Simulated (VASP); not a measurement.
# VSe2 (P-3m1) in VASP: a series of runs

The runs below take VSe2 through single point, with LDA+U.

Program: VASP 6.6.1. These are calculated values, not measurements. Logs are shortened: lines on timing, memory, paths and dates and some standing lists are left out, and cuts for length are marked.

## Step 1: The crystal as given

The structure is trigonal, space group P-3m1 (No. 164). The conventional cell has a = 3.355 Å, b = 3.355 Å, c = 6.134 Å, α = 90.00°, β = 90.00°, γ = 120.00°. Around V (site symmetry -3m) lie 6 Se at 2.47 Å. Se (site symmetry 3m) has 3 V at 2.47 Å as nearest neighbours.

## Step 2: Single point, LDA+U, collinear spin, typed start

File INCAR:

```
PREC = Accurate ; ENCUT = 520
EDIFF = 1E-6 ; ISMEAR = 0
SIGMA = 0.05 ; LREAL = F
LASPH = T ; NELM = 150
ALGO = Normal ; ISIF = 2
LWAVE = F ; LCHARG = T
ISPIN = 2 ; MAGMOM = 1 0 0
LORBIT = 11 ; LMAXMIX = 4
LDAU = T ; LDAUTYPE = 2
LDAUL = 2 -1 ; LDAUU = 4 0
LDAUJ = 0 0 ; LDAUPRINT = 1
GGA = CA ; LELF = T
LVHAR = T ; NBANDS = 24
```

File KPOINTS:

```
Automatic mesh
0
Gamma
  7 7 3
```

File POSCAR:

```
VSe2
1.0
    3.3550015500      0.0000000000      0.0000000000
   -1.6775007700      2.9055165700      0.0000000000
    0.0000000000      0.0000000000      6.1339990500
V Se
1 2
Direct
    0.0000000000      0.0000000000      0.0000000000
    0.3333333333      0.6666666667      0.2500000000
    0.6666666667      0.3333333333      0.7500000000
```

Potentials or basis: VASP PAW LDA potentials, release 64 (V_sv, Se).

Launch:

```console
cat potpaw_LDA.64/V_sv/POTCAR potpaw_LDA.64/Se/POTCAR > POTCAR
mpirun -np 1 vasp_std > vasp.out
```

OUTCAR:

```text
PREC = Accurate
   ENCUT = 520
   EDIFF = 1E-6
   ISMEAR = 0
   LREAL = F
   LASPH = T
   NELM = 150
   ISIF = 2
   ISPIN = 2
   LORBIT = 11
   GGA = CA

 ion  position               nearest neighbor table
   1  0.000  0.000  0.000-   2 2.47   3 2.47   2 2.47   3 2.47   3 2.47   2 2.47
   2  0.333  0.667  0.250-   1 2.47   1 2.47   1 2.47
   3  0.667  0.333  0.750-   1 2.47   1 2.47   1 2.47

  LATTYP: Found a hexagonal cell.
 ALAT       =     3.3550015500
 C/A-ratio  =     1.8283148185

  Lattice vectors:

 A1 = (   3.3550015500,   0.0000000000,   0.0000000000)
 A2 = (  -1.6775007700,   2.9055165700,   0.0000000000)
 A3 = (   0.0000000000,   0.0000000000,   6.1339990500)

Analysis of symmetry for initial positions (statically):
=====================================================================
 Subroutine PRICEL returns:
 Original cell was already a primitive cell.

 Routine SETGRP: Setting up the symmetry group for a
 hexagonal supercell.

 Subroutine GETGRP returns: Found 12 space group operations
 (whereof 12 operations were pure point group operations)
 out of a pool of 24 trial point group operations.

The static configuration has the point symmetry D_3d.

Analysis of symmetry for dynamics (positions and initial velocities):
=====================================================================
 Subroutine PRICEL returns:
 Original cell was already a primitive cell.

 Routine SETGRP: Setting up the symmetry group for a
 hexagonal supercell.

 Subroutine GETGRP returns: Found 12 space group operations
 (whereof 12 operations were pure point group operations)
 out of a pool of 24 trial point group operations.

The dynamic configuration has the point symmetry D_3d.

Analysis of structural, dynamic, and magnetic symmetry:
=====================================================================
 Subroutine PRICEL returns:
 Original cell was already a primitive cell.

 Routine SETGRP: Setting up the symmetry group for a
 hexagonal supercell.

 Subroutine GETGRP returns: Found 12 space group operations
 (whereof 12 operations were pure point group operations)
 out of a pool of 24 trial point group operations.

The overall configuration has the point symmetry D_3d.

 Subroutine INISYM returns: Found 12 space group operations
 (whereof 12 operations are pure point group operations),
 and found     1 'primitive' translations

----------------------------------------------------------------------------------------

                                     Primitive cell

  volume of cell :      59.7943

  direct lattice vectors                    reciprocal lattice vectors
     3.355001550  0.000000000  0.000000000     0.298062455  0.172086438  0.000000000
    -1.677500770  2.905516570  0.000000000     0.000000000  0.344172878  0.000000000
     0.000000000  0.000000000  6.133999050     0.000000000  0.000000000  0.163025783

  length of vectors
     3.355001550  3.355001546  6.133999050     0.344172878  0.344172878  0.163025783

  position of ions in fractional coordinates (direct lattice)
     0.000000000  0.000000000  0.000000000
     0.333333333  0.666666667  0.250000000
     0.666666667  0.333333333  0.750000000

  ion indices of the primitive-cell ions
   primitive index   ion index
                 1           1
                 2           2
                 3           3

----------------------------------------------------------------------------------------

 KPOINTS: Automatic mesh

Automatic generation of k-mesh.
 Grid dimensions read from file:
[... 73 lines left out ...]
   EMIN   =  10.00;   EMAX   =-10.00  energy-range for DOS
   EFERMI =   0.00;   METHOD = LEGACY
   ISMEAR =     0;   SIGMA  =   0.05  broadening in eV -4-tet -1-fermi 0-gaus
   EFERMI_NEDOS =   21; number of points for ismear=-14 and -15
   IALGO  =     38    algorithm
   IMIX   =      4    mixing-type and parameters
     AMIX     =   0.40;   BMIX     =  1.00
     AMIX_MAG =   1.60;   BMIX_MAG =  1.00
  volume/ion in A,a.u.               =      19.93       134.50
  Fermi-wavevector in a.u.,A,eV,Ry     =   1.224151  2.313309 20.388944  1.498545
  Thomas-Fermi vector in A             =   2.359236
   LORBIT       =     11    0 simple, 1 ext, 2 COOP (PROOUT), +10 PAW based schemes
 LDA+U is selected, type is set to LDAUTYPE =  2
   angular momentum for each species LDAUL =     2   -1
   U (eV)           for each species LDAUU =   4.0  0.0
   J (eV)           for each species LDAUJ =   0.0  0.0
   GGA     = CA    functional components
   LHFCALC =     F    Hartree Fock is set to
   AEXX    =    0.0000 exact exchange contribution
   IVDW    =     0    specifies the selected vdW correction
   LEPSILON=     F    determine dielectric tensor
   LRPA    =     F    only Hartree local field effects (RPA)
 spin polarized calculation
 Gauss-broadening in eV      SIGMA  =   0.05
  energy-cutoff  :      520.00
  volume of cell :       59.79
 maximum number of plane-waves:      1624
 NGX is ok and might be reduce to    28
   NGX = 13   NGY = 13   NGZ = 23

atom =   1  type =  1  l = 2

 onsite density matrix

spin component  1

  0.2723  0.0000 -0.0000 -0.0508  0.0000
  0.0000  0.3947  0.0000  0.0000 -0.0508
 -0.0000  0.0000  0.8030  0.0000 -0.0000
 -0.0508  0.0000  0.0000  0.3947 -0.0000
  0.0000 -0.0508 -0.0000 -0.0000  0.2723

spin component  2

  0.1665  0.0000 -0.0000 -0.0954  0.0000
  0.0000  0.2331  0.0000  0.0000 -0.0954
 -0.0000  0.0000  0.0603  0.0000 -0.0000
 -0.0954  0.0000  0.0000  0.2331 -0.0000
  0.0000 -0.0954 -0.0000 -0.0000  0.1665

 occupancies and eigenvectors

  o =  0.0603  v =  0.0000  0.0000  0.0000  0.0000  0.0000 -0.0000 -0.0000 -1.0000 -0.0000 -0.0000      0.0000  0.0000  0.0000  0.0000  0.0000  0.0000  0.0000  0.0000  0.0000  0.0000
  o =  0.0988  v =  0.0000  0.0000  0.0000  0.0000  0.0000 -0.4550  0.4804  0.0000 -0.3231  0.6766      0.0000  0.0000  0.0000  0.0000  0.0000  0.0000  0.0000  0.0000  0.0000  0.0000
  o =  0.0988  v =  0.0000  0.0000  0.0000  0.0000  0.0000 -0.6766 -0.3231  0.0000 -0.4804 -0.4550      0.0000  0.0000  0.0000  0.0000  0.0000  0.0000  0.0000  0.0000  0.0000  0.0000
  o =  0.2539  v =  0.5249 -0.2819  0.0000  0.1896 -0.7805  0.0000  0.0000  0.0000  0.0000  0.0000      0.0000  0.0000  0.0000  0.0000  0.0000  0.0000  0.0000  0.0000  0.0000  0.0000
  o =  0.2539  v =  0.7805  0.1896  0.0000  0.2819  0.5249  0.0000  0.0000  0.0000  0.0000  0.0000      0.0000  0.0000  0.0000  0.0000  0.0000  0.0000  0.0000  0.0000  0.0000  0.0000
  o =  0.3008  v =  0.0000  0.0000  0.0000  0.0000  0.0000  0.3231  0.6766 -0.0000 -0.4550 -0.4804      0.0000  0.0000  0.0000  0.0000  0.0000  0.0000  0.0000  0.0000  0.0000  0.0000
  o =  0.3008  v =  0.0000  0.0000  0.0000  0.0000  0.0000 -0.4804  0.4550  0.0000  0.6766 -0.3231      0.0000  0.0000  0.0000  0.0000  0.0000  0.0000  0.0000  0.0000  0.0000  0.0000
  o =  0.4131  v =  0.1896  0.7805  0.0000 -0.5249 -0.2819  0.0000  0.0000  0.0000  0.0000  0.0000      0.0000  0.0000  0.0000  0.0000  0.0000  0.0000  0.0000  0.0000  0.0000  0.0000
  o =  0.4131  v = -0.2819  0.5249 -0.0000  0.7805 -0.1896  0.0000  0.0000  0.0000  0.0000  0.0000      0.0000  0.0000  0.0000  0.0000  0.0000  0.0000  0.0000  0.0000  0.0000  0.0000
  o =  0.8030  v =  0.0000 -0.0000 -1.0000 -0.0000  0.0000  0.0000  0.0000  0.0000  0.0000  0.0000      0.0000  0.0000  0.0000  0.0000  0.0000  0.0000  0.0000  0.0000  0.0000  0.0000

 number of electron      25.0000001 magnetization       1.0815953

 Free energy of the ion-electron system (eV)
  ---------------------------------------------------
  ext. energy  EPLUGINS =         0.00000000
  ---------------------------------------------------
  free energy    TOTEN  =       -16.53394292 eV

  energy without entropy =      -16.53279194  energy(sigma->0) =      -16.53336743

 E-fermi :   5.6456     XC(G=0): -10.6567

 val. band max:        5.6416810615   @ k =   0.2857   0.0000   0.3333
 cond. band min:       5.6495612778   @ k =   0.4286   0.0000   0.3333
 fundamental gap:      0.0078802163
 Fermi energy:         5.6455579876

 spin component 1

 k-point     1 :       0.0000    0.0000    0.0000
  band No.  band energies     occupation
      1     -59.5555      1.00000
      2     -33.9181      1.00000
      3     -33.9181      1.00000
      4     -33.5178      1.00000
      5      -9.1419      1.00000
      6      -7.6608      1.00000
[... 529 lines left out ...]
     23      16.7889      0.00000
     24      17.7643      0.00000
 Fermi energy:         5.6455579876

 spin component 2

 k-point     1 :       0.0000    0.0000    0.0000
  band No.  band energies     occupation
      1     -58.3688      1.00000
      2     -32.9326      1.00000
      3     -32.9326      1.00000
      4     -32.0059      1.00000
      5      -9.1809      1.00000
      6      -7.7326      1.00000
[... 529 lines left out ...]
     23      17.0307      0.00000
     24      17.9289      0.00000

------------------------ aborting loop because EDIFF is reached ----------------------------------------

  FORCE on cell =-STRESS in cart. coord.  units (eV):
  Direction    XX          YY          ZZ          XY          YZ          ZX
  --------------------------------------------------------------------------------------
  -------------------------------------------------------------------------------------
  Total        1.0781637      1.0781637      0.1285713      0.0000000      0.0000000     -0.0000000
  in kB       28.8891994     28.8891994      3.4450455      0.0000000      0.0000000     -0.0000000
  external PRESSURE =      20.4078148 kB  Pullay stress =       0.0000000 kB

 VOLUME and BASIS-vectors are now :
 -----------------------------------------------------------------------------
  energy-cutoff  :      520.00
  volume of cell :       59.79
      direct lattice vectors                 reciprocal lattice vectors
     3.355001550  0.000000000  0.000000000     0.298062455  0.172086438  0.000000000
    -1.677500770  2.905516570  0.000000000     0.000000000  0.344172878  0.000000000
     0.000000000  0.000000000  6.133999050     0.000000000  0.000000000  0.163025783

 POSITION                                       TOTAL-FORCE (eV/Angst)
 -----------------------------------------------------------------------------------
      0.00000      0.00000      0.00000         0.000000      0.000000      0.000000
      0.00000      1.93701      1.53350         0.000000      0.000000      0.149483
      1.67750      0.96851      4.60050        -0.000000     -0.000000     -0.149483
 -----------------------------------------------------------------------------------
    total drift:                               -0.000000     -0.000000     -0.000000

  FREE ENERGIE OF THE ION-ELECTRON SYSTEM (eV)
  ---------------------------------------------------
  free  energy   TOTEN  =       -16.5339429165 eV

  energy  without entropy=      -16.5327919423  energy(sigma->0) =      -16.53336743

 total charge

# of ion       s       p       d       tot
------------------------------------------
    1        2.261   6.237   2.969  11.467
    2        1.482   2.357   0.048   3.886
    3        1.482   2.357   0.048   3.886
--------------------------------------------------
tot          5.225  10.950   3.064  19.239

 magnetization (x)

# of ion       s       p       d       tot
------------------------------------------
    1        0.014   0.005   1.273   1.291
    2       -0.002  -0.119   0.006  -0.116
    3       -0.002  -0.119   0.006  -0.116
--------------------------------------------------
tot          0.010  -0.234   1.284   1.060
```

Wall time 58 s (1 thread of Intel Xeon Platinum 8488C (Sapphire Rapids), shared host); peak memory 0.19 GiB.

Results:

| Property | Result |
| --- | --- |
| Free energy | -16.5339 eV |
| Pressure | 2.0 GPa |
| Largest force | 0.149 eV/Å |
| Band gap on the k mesh | none (metal or under the smearing width) |
| Net moment | 1.08 μB per cell |
| Site moments | V +1.29; Se -0.12 μB |
| Valence electrons inside the program's atomic spheres | V 11.47; Se 3.89 |

Forces on the atoms (eV/Å):
```
V    0.000  0.000  0.000
Se   0.000  0.000  0.149
Se   0.000  0.000 -0.149
```

Stress tensor (GPa, compression positive):
```
2.89 0.00 0.00
0.00 2.89 0.00
0.00 0.00 0.34
```

Eigenvalues of the final occupation matrices:
```csv
site,spin,trace,eigenvalues
site 1 d,1,2.14,0.25 0.25 0.41 0.41 0.80
site 1 d,2,0.86,0.06 0.10 0.10 0.30 0.30
```

The state reached can hang on the start; a lower one may exist.

## Step 3: Single point, LDA+U, collinear spin, zero start

File INCAR:

```
SYSTEM = VSe2
PREC     = Accurate       ! precision mode
ENCUT    = 520            ! plane-wave cutoff, eV
EDIFF    = 1E-6           ! SCF threshold, eV
ISMEAR   = 0              ! smearing method
SIGMA    = 0.05           ! smearing width, eV
LREAL    = .False.        ! projectors in reciprocal space
LASPH    = .True.         ! aspherical terms in the spheres
NELM     = 150            ! most SCF steps
ALGO     = Normal         ! electronic algorithm
ISIF     = 2              ! what is computed and relaxed
LWAVE    = .False.        ! write WAVECAR
LCHARG   = .False.        ! write CHGCAR
ISPIN    = 2              ! spin polarisation
MAGMOM   = 0 0 0          ! initial moments
LORBIT   = 11             ! projections on sites
NUPDOWN  = 0.0            ! fixed moment
LMAXMIX  = 4              ! l up to which the mixer works
LDAU     = .True.         ! DFT+U
LDAUTYPE = 2            
LDAUL    = 2 -1           ! shell
LDAUU    = 4 0            ! U, eV
LDAUJ    = 0 0          
LDAUPRINT= 1            
GGA      = CA             ! functional
NBANDS   = 24             ! bands
```

File KPOINTS:

```
Automatic mesh
0
Gamma
  7 7 3
  0 0 0
```

POSCAR is that of step 2.

Potentials or basis: VASP PAW LDA potentials, release 64 (V_sv, Se).

Launch:

```console
cat potpaw_LDA.64/V_sv/POTCAR potpaw_LDA.64/Se/POTCAR > POTCAR
mpirun -np 1 vasp_std > vasp.out
```

Wall time 52 s (1 thread of Intel Xeon Platinum 8488C (Sapphire Rapids), shared host); peak memory 0.19 GiB.

The run converged. Its results:

| Item | Value |
| --- | --- |
| Free energy | -16.2202 eV |
| Pressure | -2.0 GPa |
| Largest force | 0.113 eV/Å |
| Net moment | 0.00 μB per cell |
| Valence electrons inside the program's atomic spheres | V 11.46; Se 3.87 |

Forces in eV/Å, atoms in the order of the input:
```
V    0.000  0.000  0.000
Se   0.000  0.000  0.113
Se   0.000  0.000 -0.113
```

Stress tensor (GPa, compression positive):
```
-2.78  0.00  0.00
 0.00 -2.78  0.00
 0.00  0.00 -0.48
```

Eigenvalues of the final occupation matrices:
```tsv
site	spin	trace	eigenvalues
site 1 d	1	1.50	0.20 0.25 0.25 0.39 0.39
site 1 d	2	1.50	0.20 0.25 0.25 0.39 0.39
```

Caveat: the total moment is fixed, so each spin has its own Fermi level.

## Step 4: Single point, LDA+U, collinear spin, twin_end start

File INCAR:

```
PREC = Accurate
ENCUT = 520
EDIFF = 1E-6
ISMEAR = 0
SIGMA = 0.05
LREAL = F
LASPH = T
NELM = 150
ALGO = Fast
ISIF = 2
LWAVE = F
LCHARG = F
ISPIN = 2
MAGMOM = 1.52 -0.19 -0.19
LORBIT = 11
NUPDOWN = 1.1
LMAXMIX = 4
LDAU = T
LDAUTYPE = 2
LDAUL = 2 -1
LDAUU = 4 0
LDAUJ = 0 0
LDAUPRINT = 1
GGA = CA
NBANDS = 24
```

File KPOINTS:

```
regular mesh
0
Gamma
  7 7 3
```

POSCAR is that of step 3.

Potentials or basis: VASP PAW LDA potentials, release 64 (V_sv, Se).

Launch:

```console
cat potpaw_LDA.64/V_sv/POTCAR potpaw_LDA.64/Se/POTCAR > POTCAR
mpirun -np 1 vasp_std > vasp.out
```

OUTCAR:

```text
PREC = Accurate
   ENCUT = 520
   EDIFF = 1E-6
   ISMEAR = 0
   LREAL = F
   LASPH = T
   NELM = 150
   ISIF = 2
   ISPIN = 2
   LORBIT = 11
   NUPDOWN = 1.1
   GGA = CA

 ion  position               nearest neighbor table
   1  0.000  0.000  0.000-   2 2.47   3 2.47   2 2.47   3 2.47   3 2.47   2 2.47
   2  0.333  0.667  0.250-   1 2.47   1 2.47   1 2.47
   3  0.667  0.333  0.750-   1 2.47   1 2.47   1 2.47

  LATTYP: Found a hexagonal cell.
 ALAT       =     3.3550015500
 C/A-ratio  =     1.8283148185

[... 1334 lines left out ...]
 -----------------------------------------------------------------------------
  energy-cutoff  :      520.00
  volume of cell :       59.79
      direct lattice vectors                 reciprocal lattice vectors
     3.355001550  0.000000000  0.000000000     0.298062455  0.172086438  0.000000000
    -1.677500770  2.905516570  0.000000000     0.000000000  0.344172878  0.000000000
     0.000000000  0.000000000  6.133999050     0.000000000  0.000000000  0.163025783

 POSITION                                       TOTAL-FORCE (eV/Angst)
 -----------------------------------------------------------------------------------
      0.00000      0.00000      0.00000         0.000000      0.000000      0.000000
      0.00000      1.93701      1.53350        -0.000000      0.000000      0.163332
      1.67750      0.96851      4.60050         0.000000     -0.000000     -0.163332
 -----------------------------------------------------------------------------------
    total drift:                               -0.000000     -0.000000     -0.000000

  FREE ENERGIE OF THE ION-ELECTRON SYSTEM (eV)
  ---------------------------------------------------
  free  energy   TOTEN  =       -16.5319334170 eV

  energy  without entropy=      -16.5302787922  energy(sigma->0) =      -16.53110610

 total charge

# of ion       s       p       d       tot
------------------------------------------
    1        2.261   6.237   2.970  11.468
    2        1.482   2.356   0.048   3.886
    3        1.482   2.356   0.048   3.886
--------------------------------------------------
tot          5.225  10.949   3.065  19.239

 magnetization (x)

# of ion       s       p       d       tot
------------------------------------------
    1        0.014   0.005   1.286   1.305
    2       -0.002  -0.119   0.006  -0.115
    3       -0.002  -0.119   0.006  -0.115
--------------------------------------------------
tot          0.010  -0.232   1.297   1.075
```

stdout:

```text
POSCAR found type information on POSCAR V Se
 POSCAR found :  2 types and       3 ions
 scaLAPACK will be used
 LDA part: xc-table for (Slater(with rela. corr.)+CA(PZ))
 , standard interpolation
 POSCAR, INCAR and KPOINTS ok, starting setup
 FFT: planning ... GRIDC
 FFT: planning ... GRID_SOFT
 FFT: planning ... GRID
 WAVECAR not read
 entering main loop
```

It took 56 s on 1 thread of Intel Xeon Platinum 8488C (Sapphire Rapids), shared host; peak memory 0.2 GiB.

Results:

```
Free energy                                           : -16.5319 eV
Pressure                                              : 2.1 GPa
Largest force                                         : 0.163 eV/Å
Net moment                                            : 1.10 μB per cell
Site moments                                          : V +1.30; Se -0.12 μB
Valence electrons inside the program's atomic spheres : V 11.47; Se 3.89
```

Forces on the atoms (eV/Å):
```
V    0.000  0.000  0.000
Se   0.000  0.000  0.163
Se   0.000  0.000 -0.163
```

Stress tensor (GPa, compression positive):
```
2.89 0.00 0.00
0.00 2.89 0.00
0.00 0.00 0.44
```

Eigenvalues of the final occupation matrices:
| site | spin | trace | eigenvalues |
| --- | --- | --- | --- |
| site 1 d | 1 | 2.14 | 0.26 0.26 0.41 0.41 0.80 |
| site 1 d | 2 | 0.85 | 0.06 0.10 0.10 0.30 0.30 |

Caveat: the total moment is fixed, so each spin has its own Fermi level. The state reached can hang on the start; a lower one may exist.

## Step 5: The runs side by side

```tsv
spin	fixed moment (μB)	pressure (GPa)	moment (μB)	largest force (eV/Å)
collinear, typed start	-	2.0	1.08	0.15
collinear, zero start	0.0	-2.0	0.00	0.11
collinear, twin_end start	1.1	2.1	1.10	0.16
```

Alike in all rows: task single point; level LDA+U; potentials or basis VASP PAW LDA potentials, release 64 (V_sv, Se); V d U = 4.0 eV; cell as given; k mesh 7 × 7 × 3; cutoff (eV) 520; smearing gaussian 0.05 eV.

Caveats: the total moment is fixed, so each spin has its own Fermi level (some runs).

Absolute energies hang on the potentials; compare differences alone.
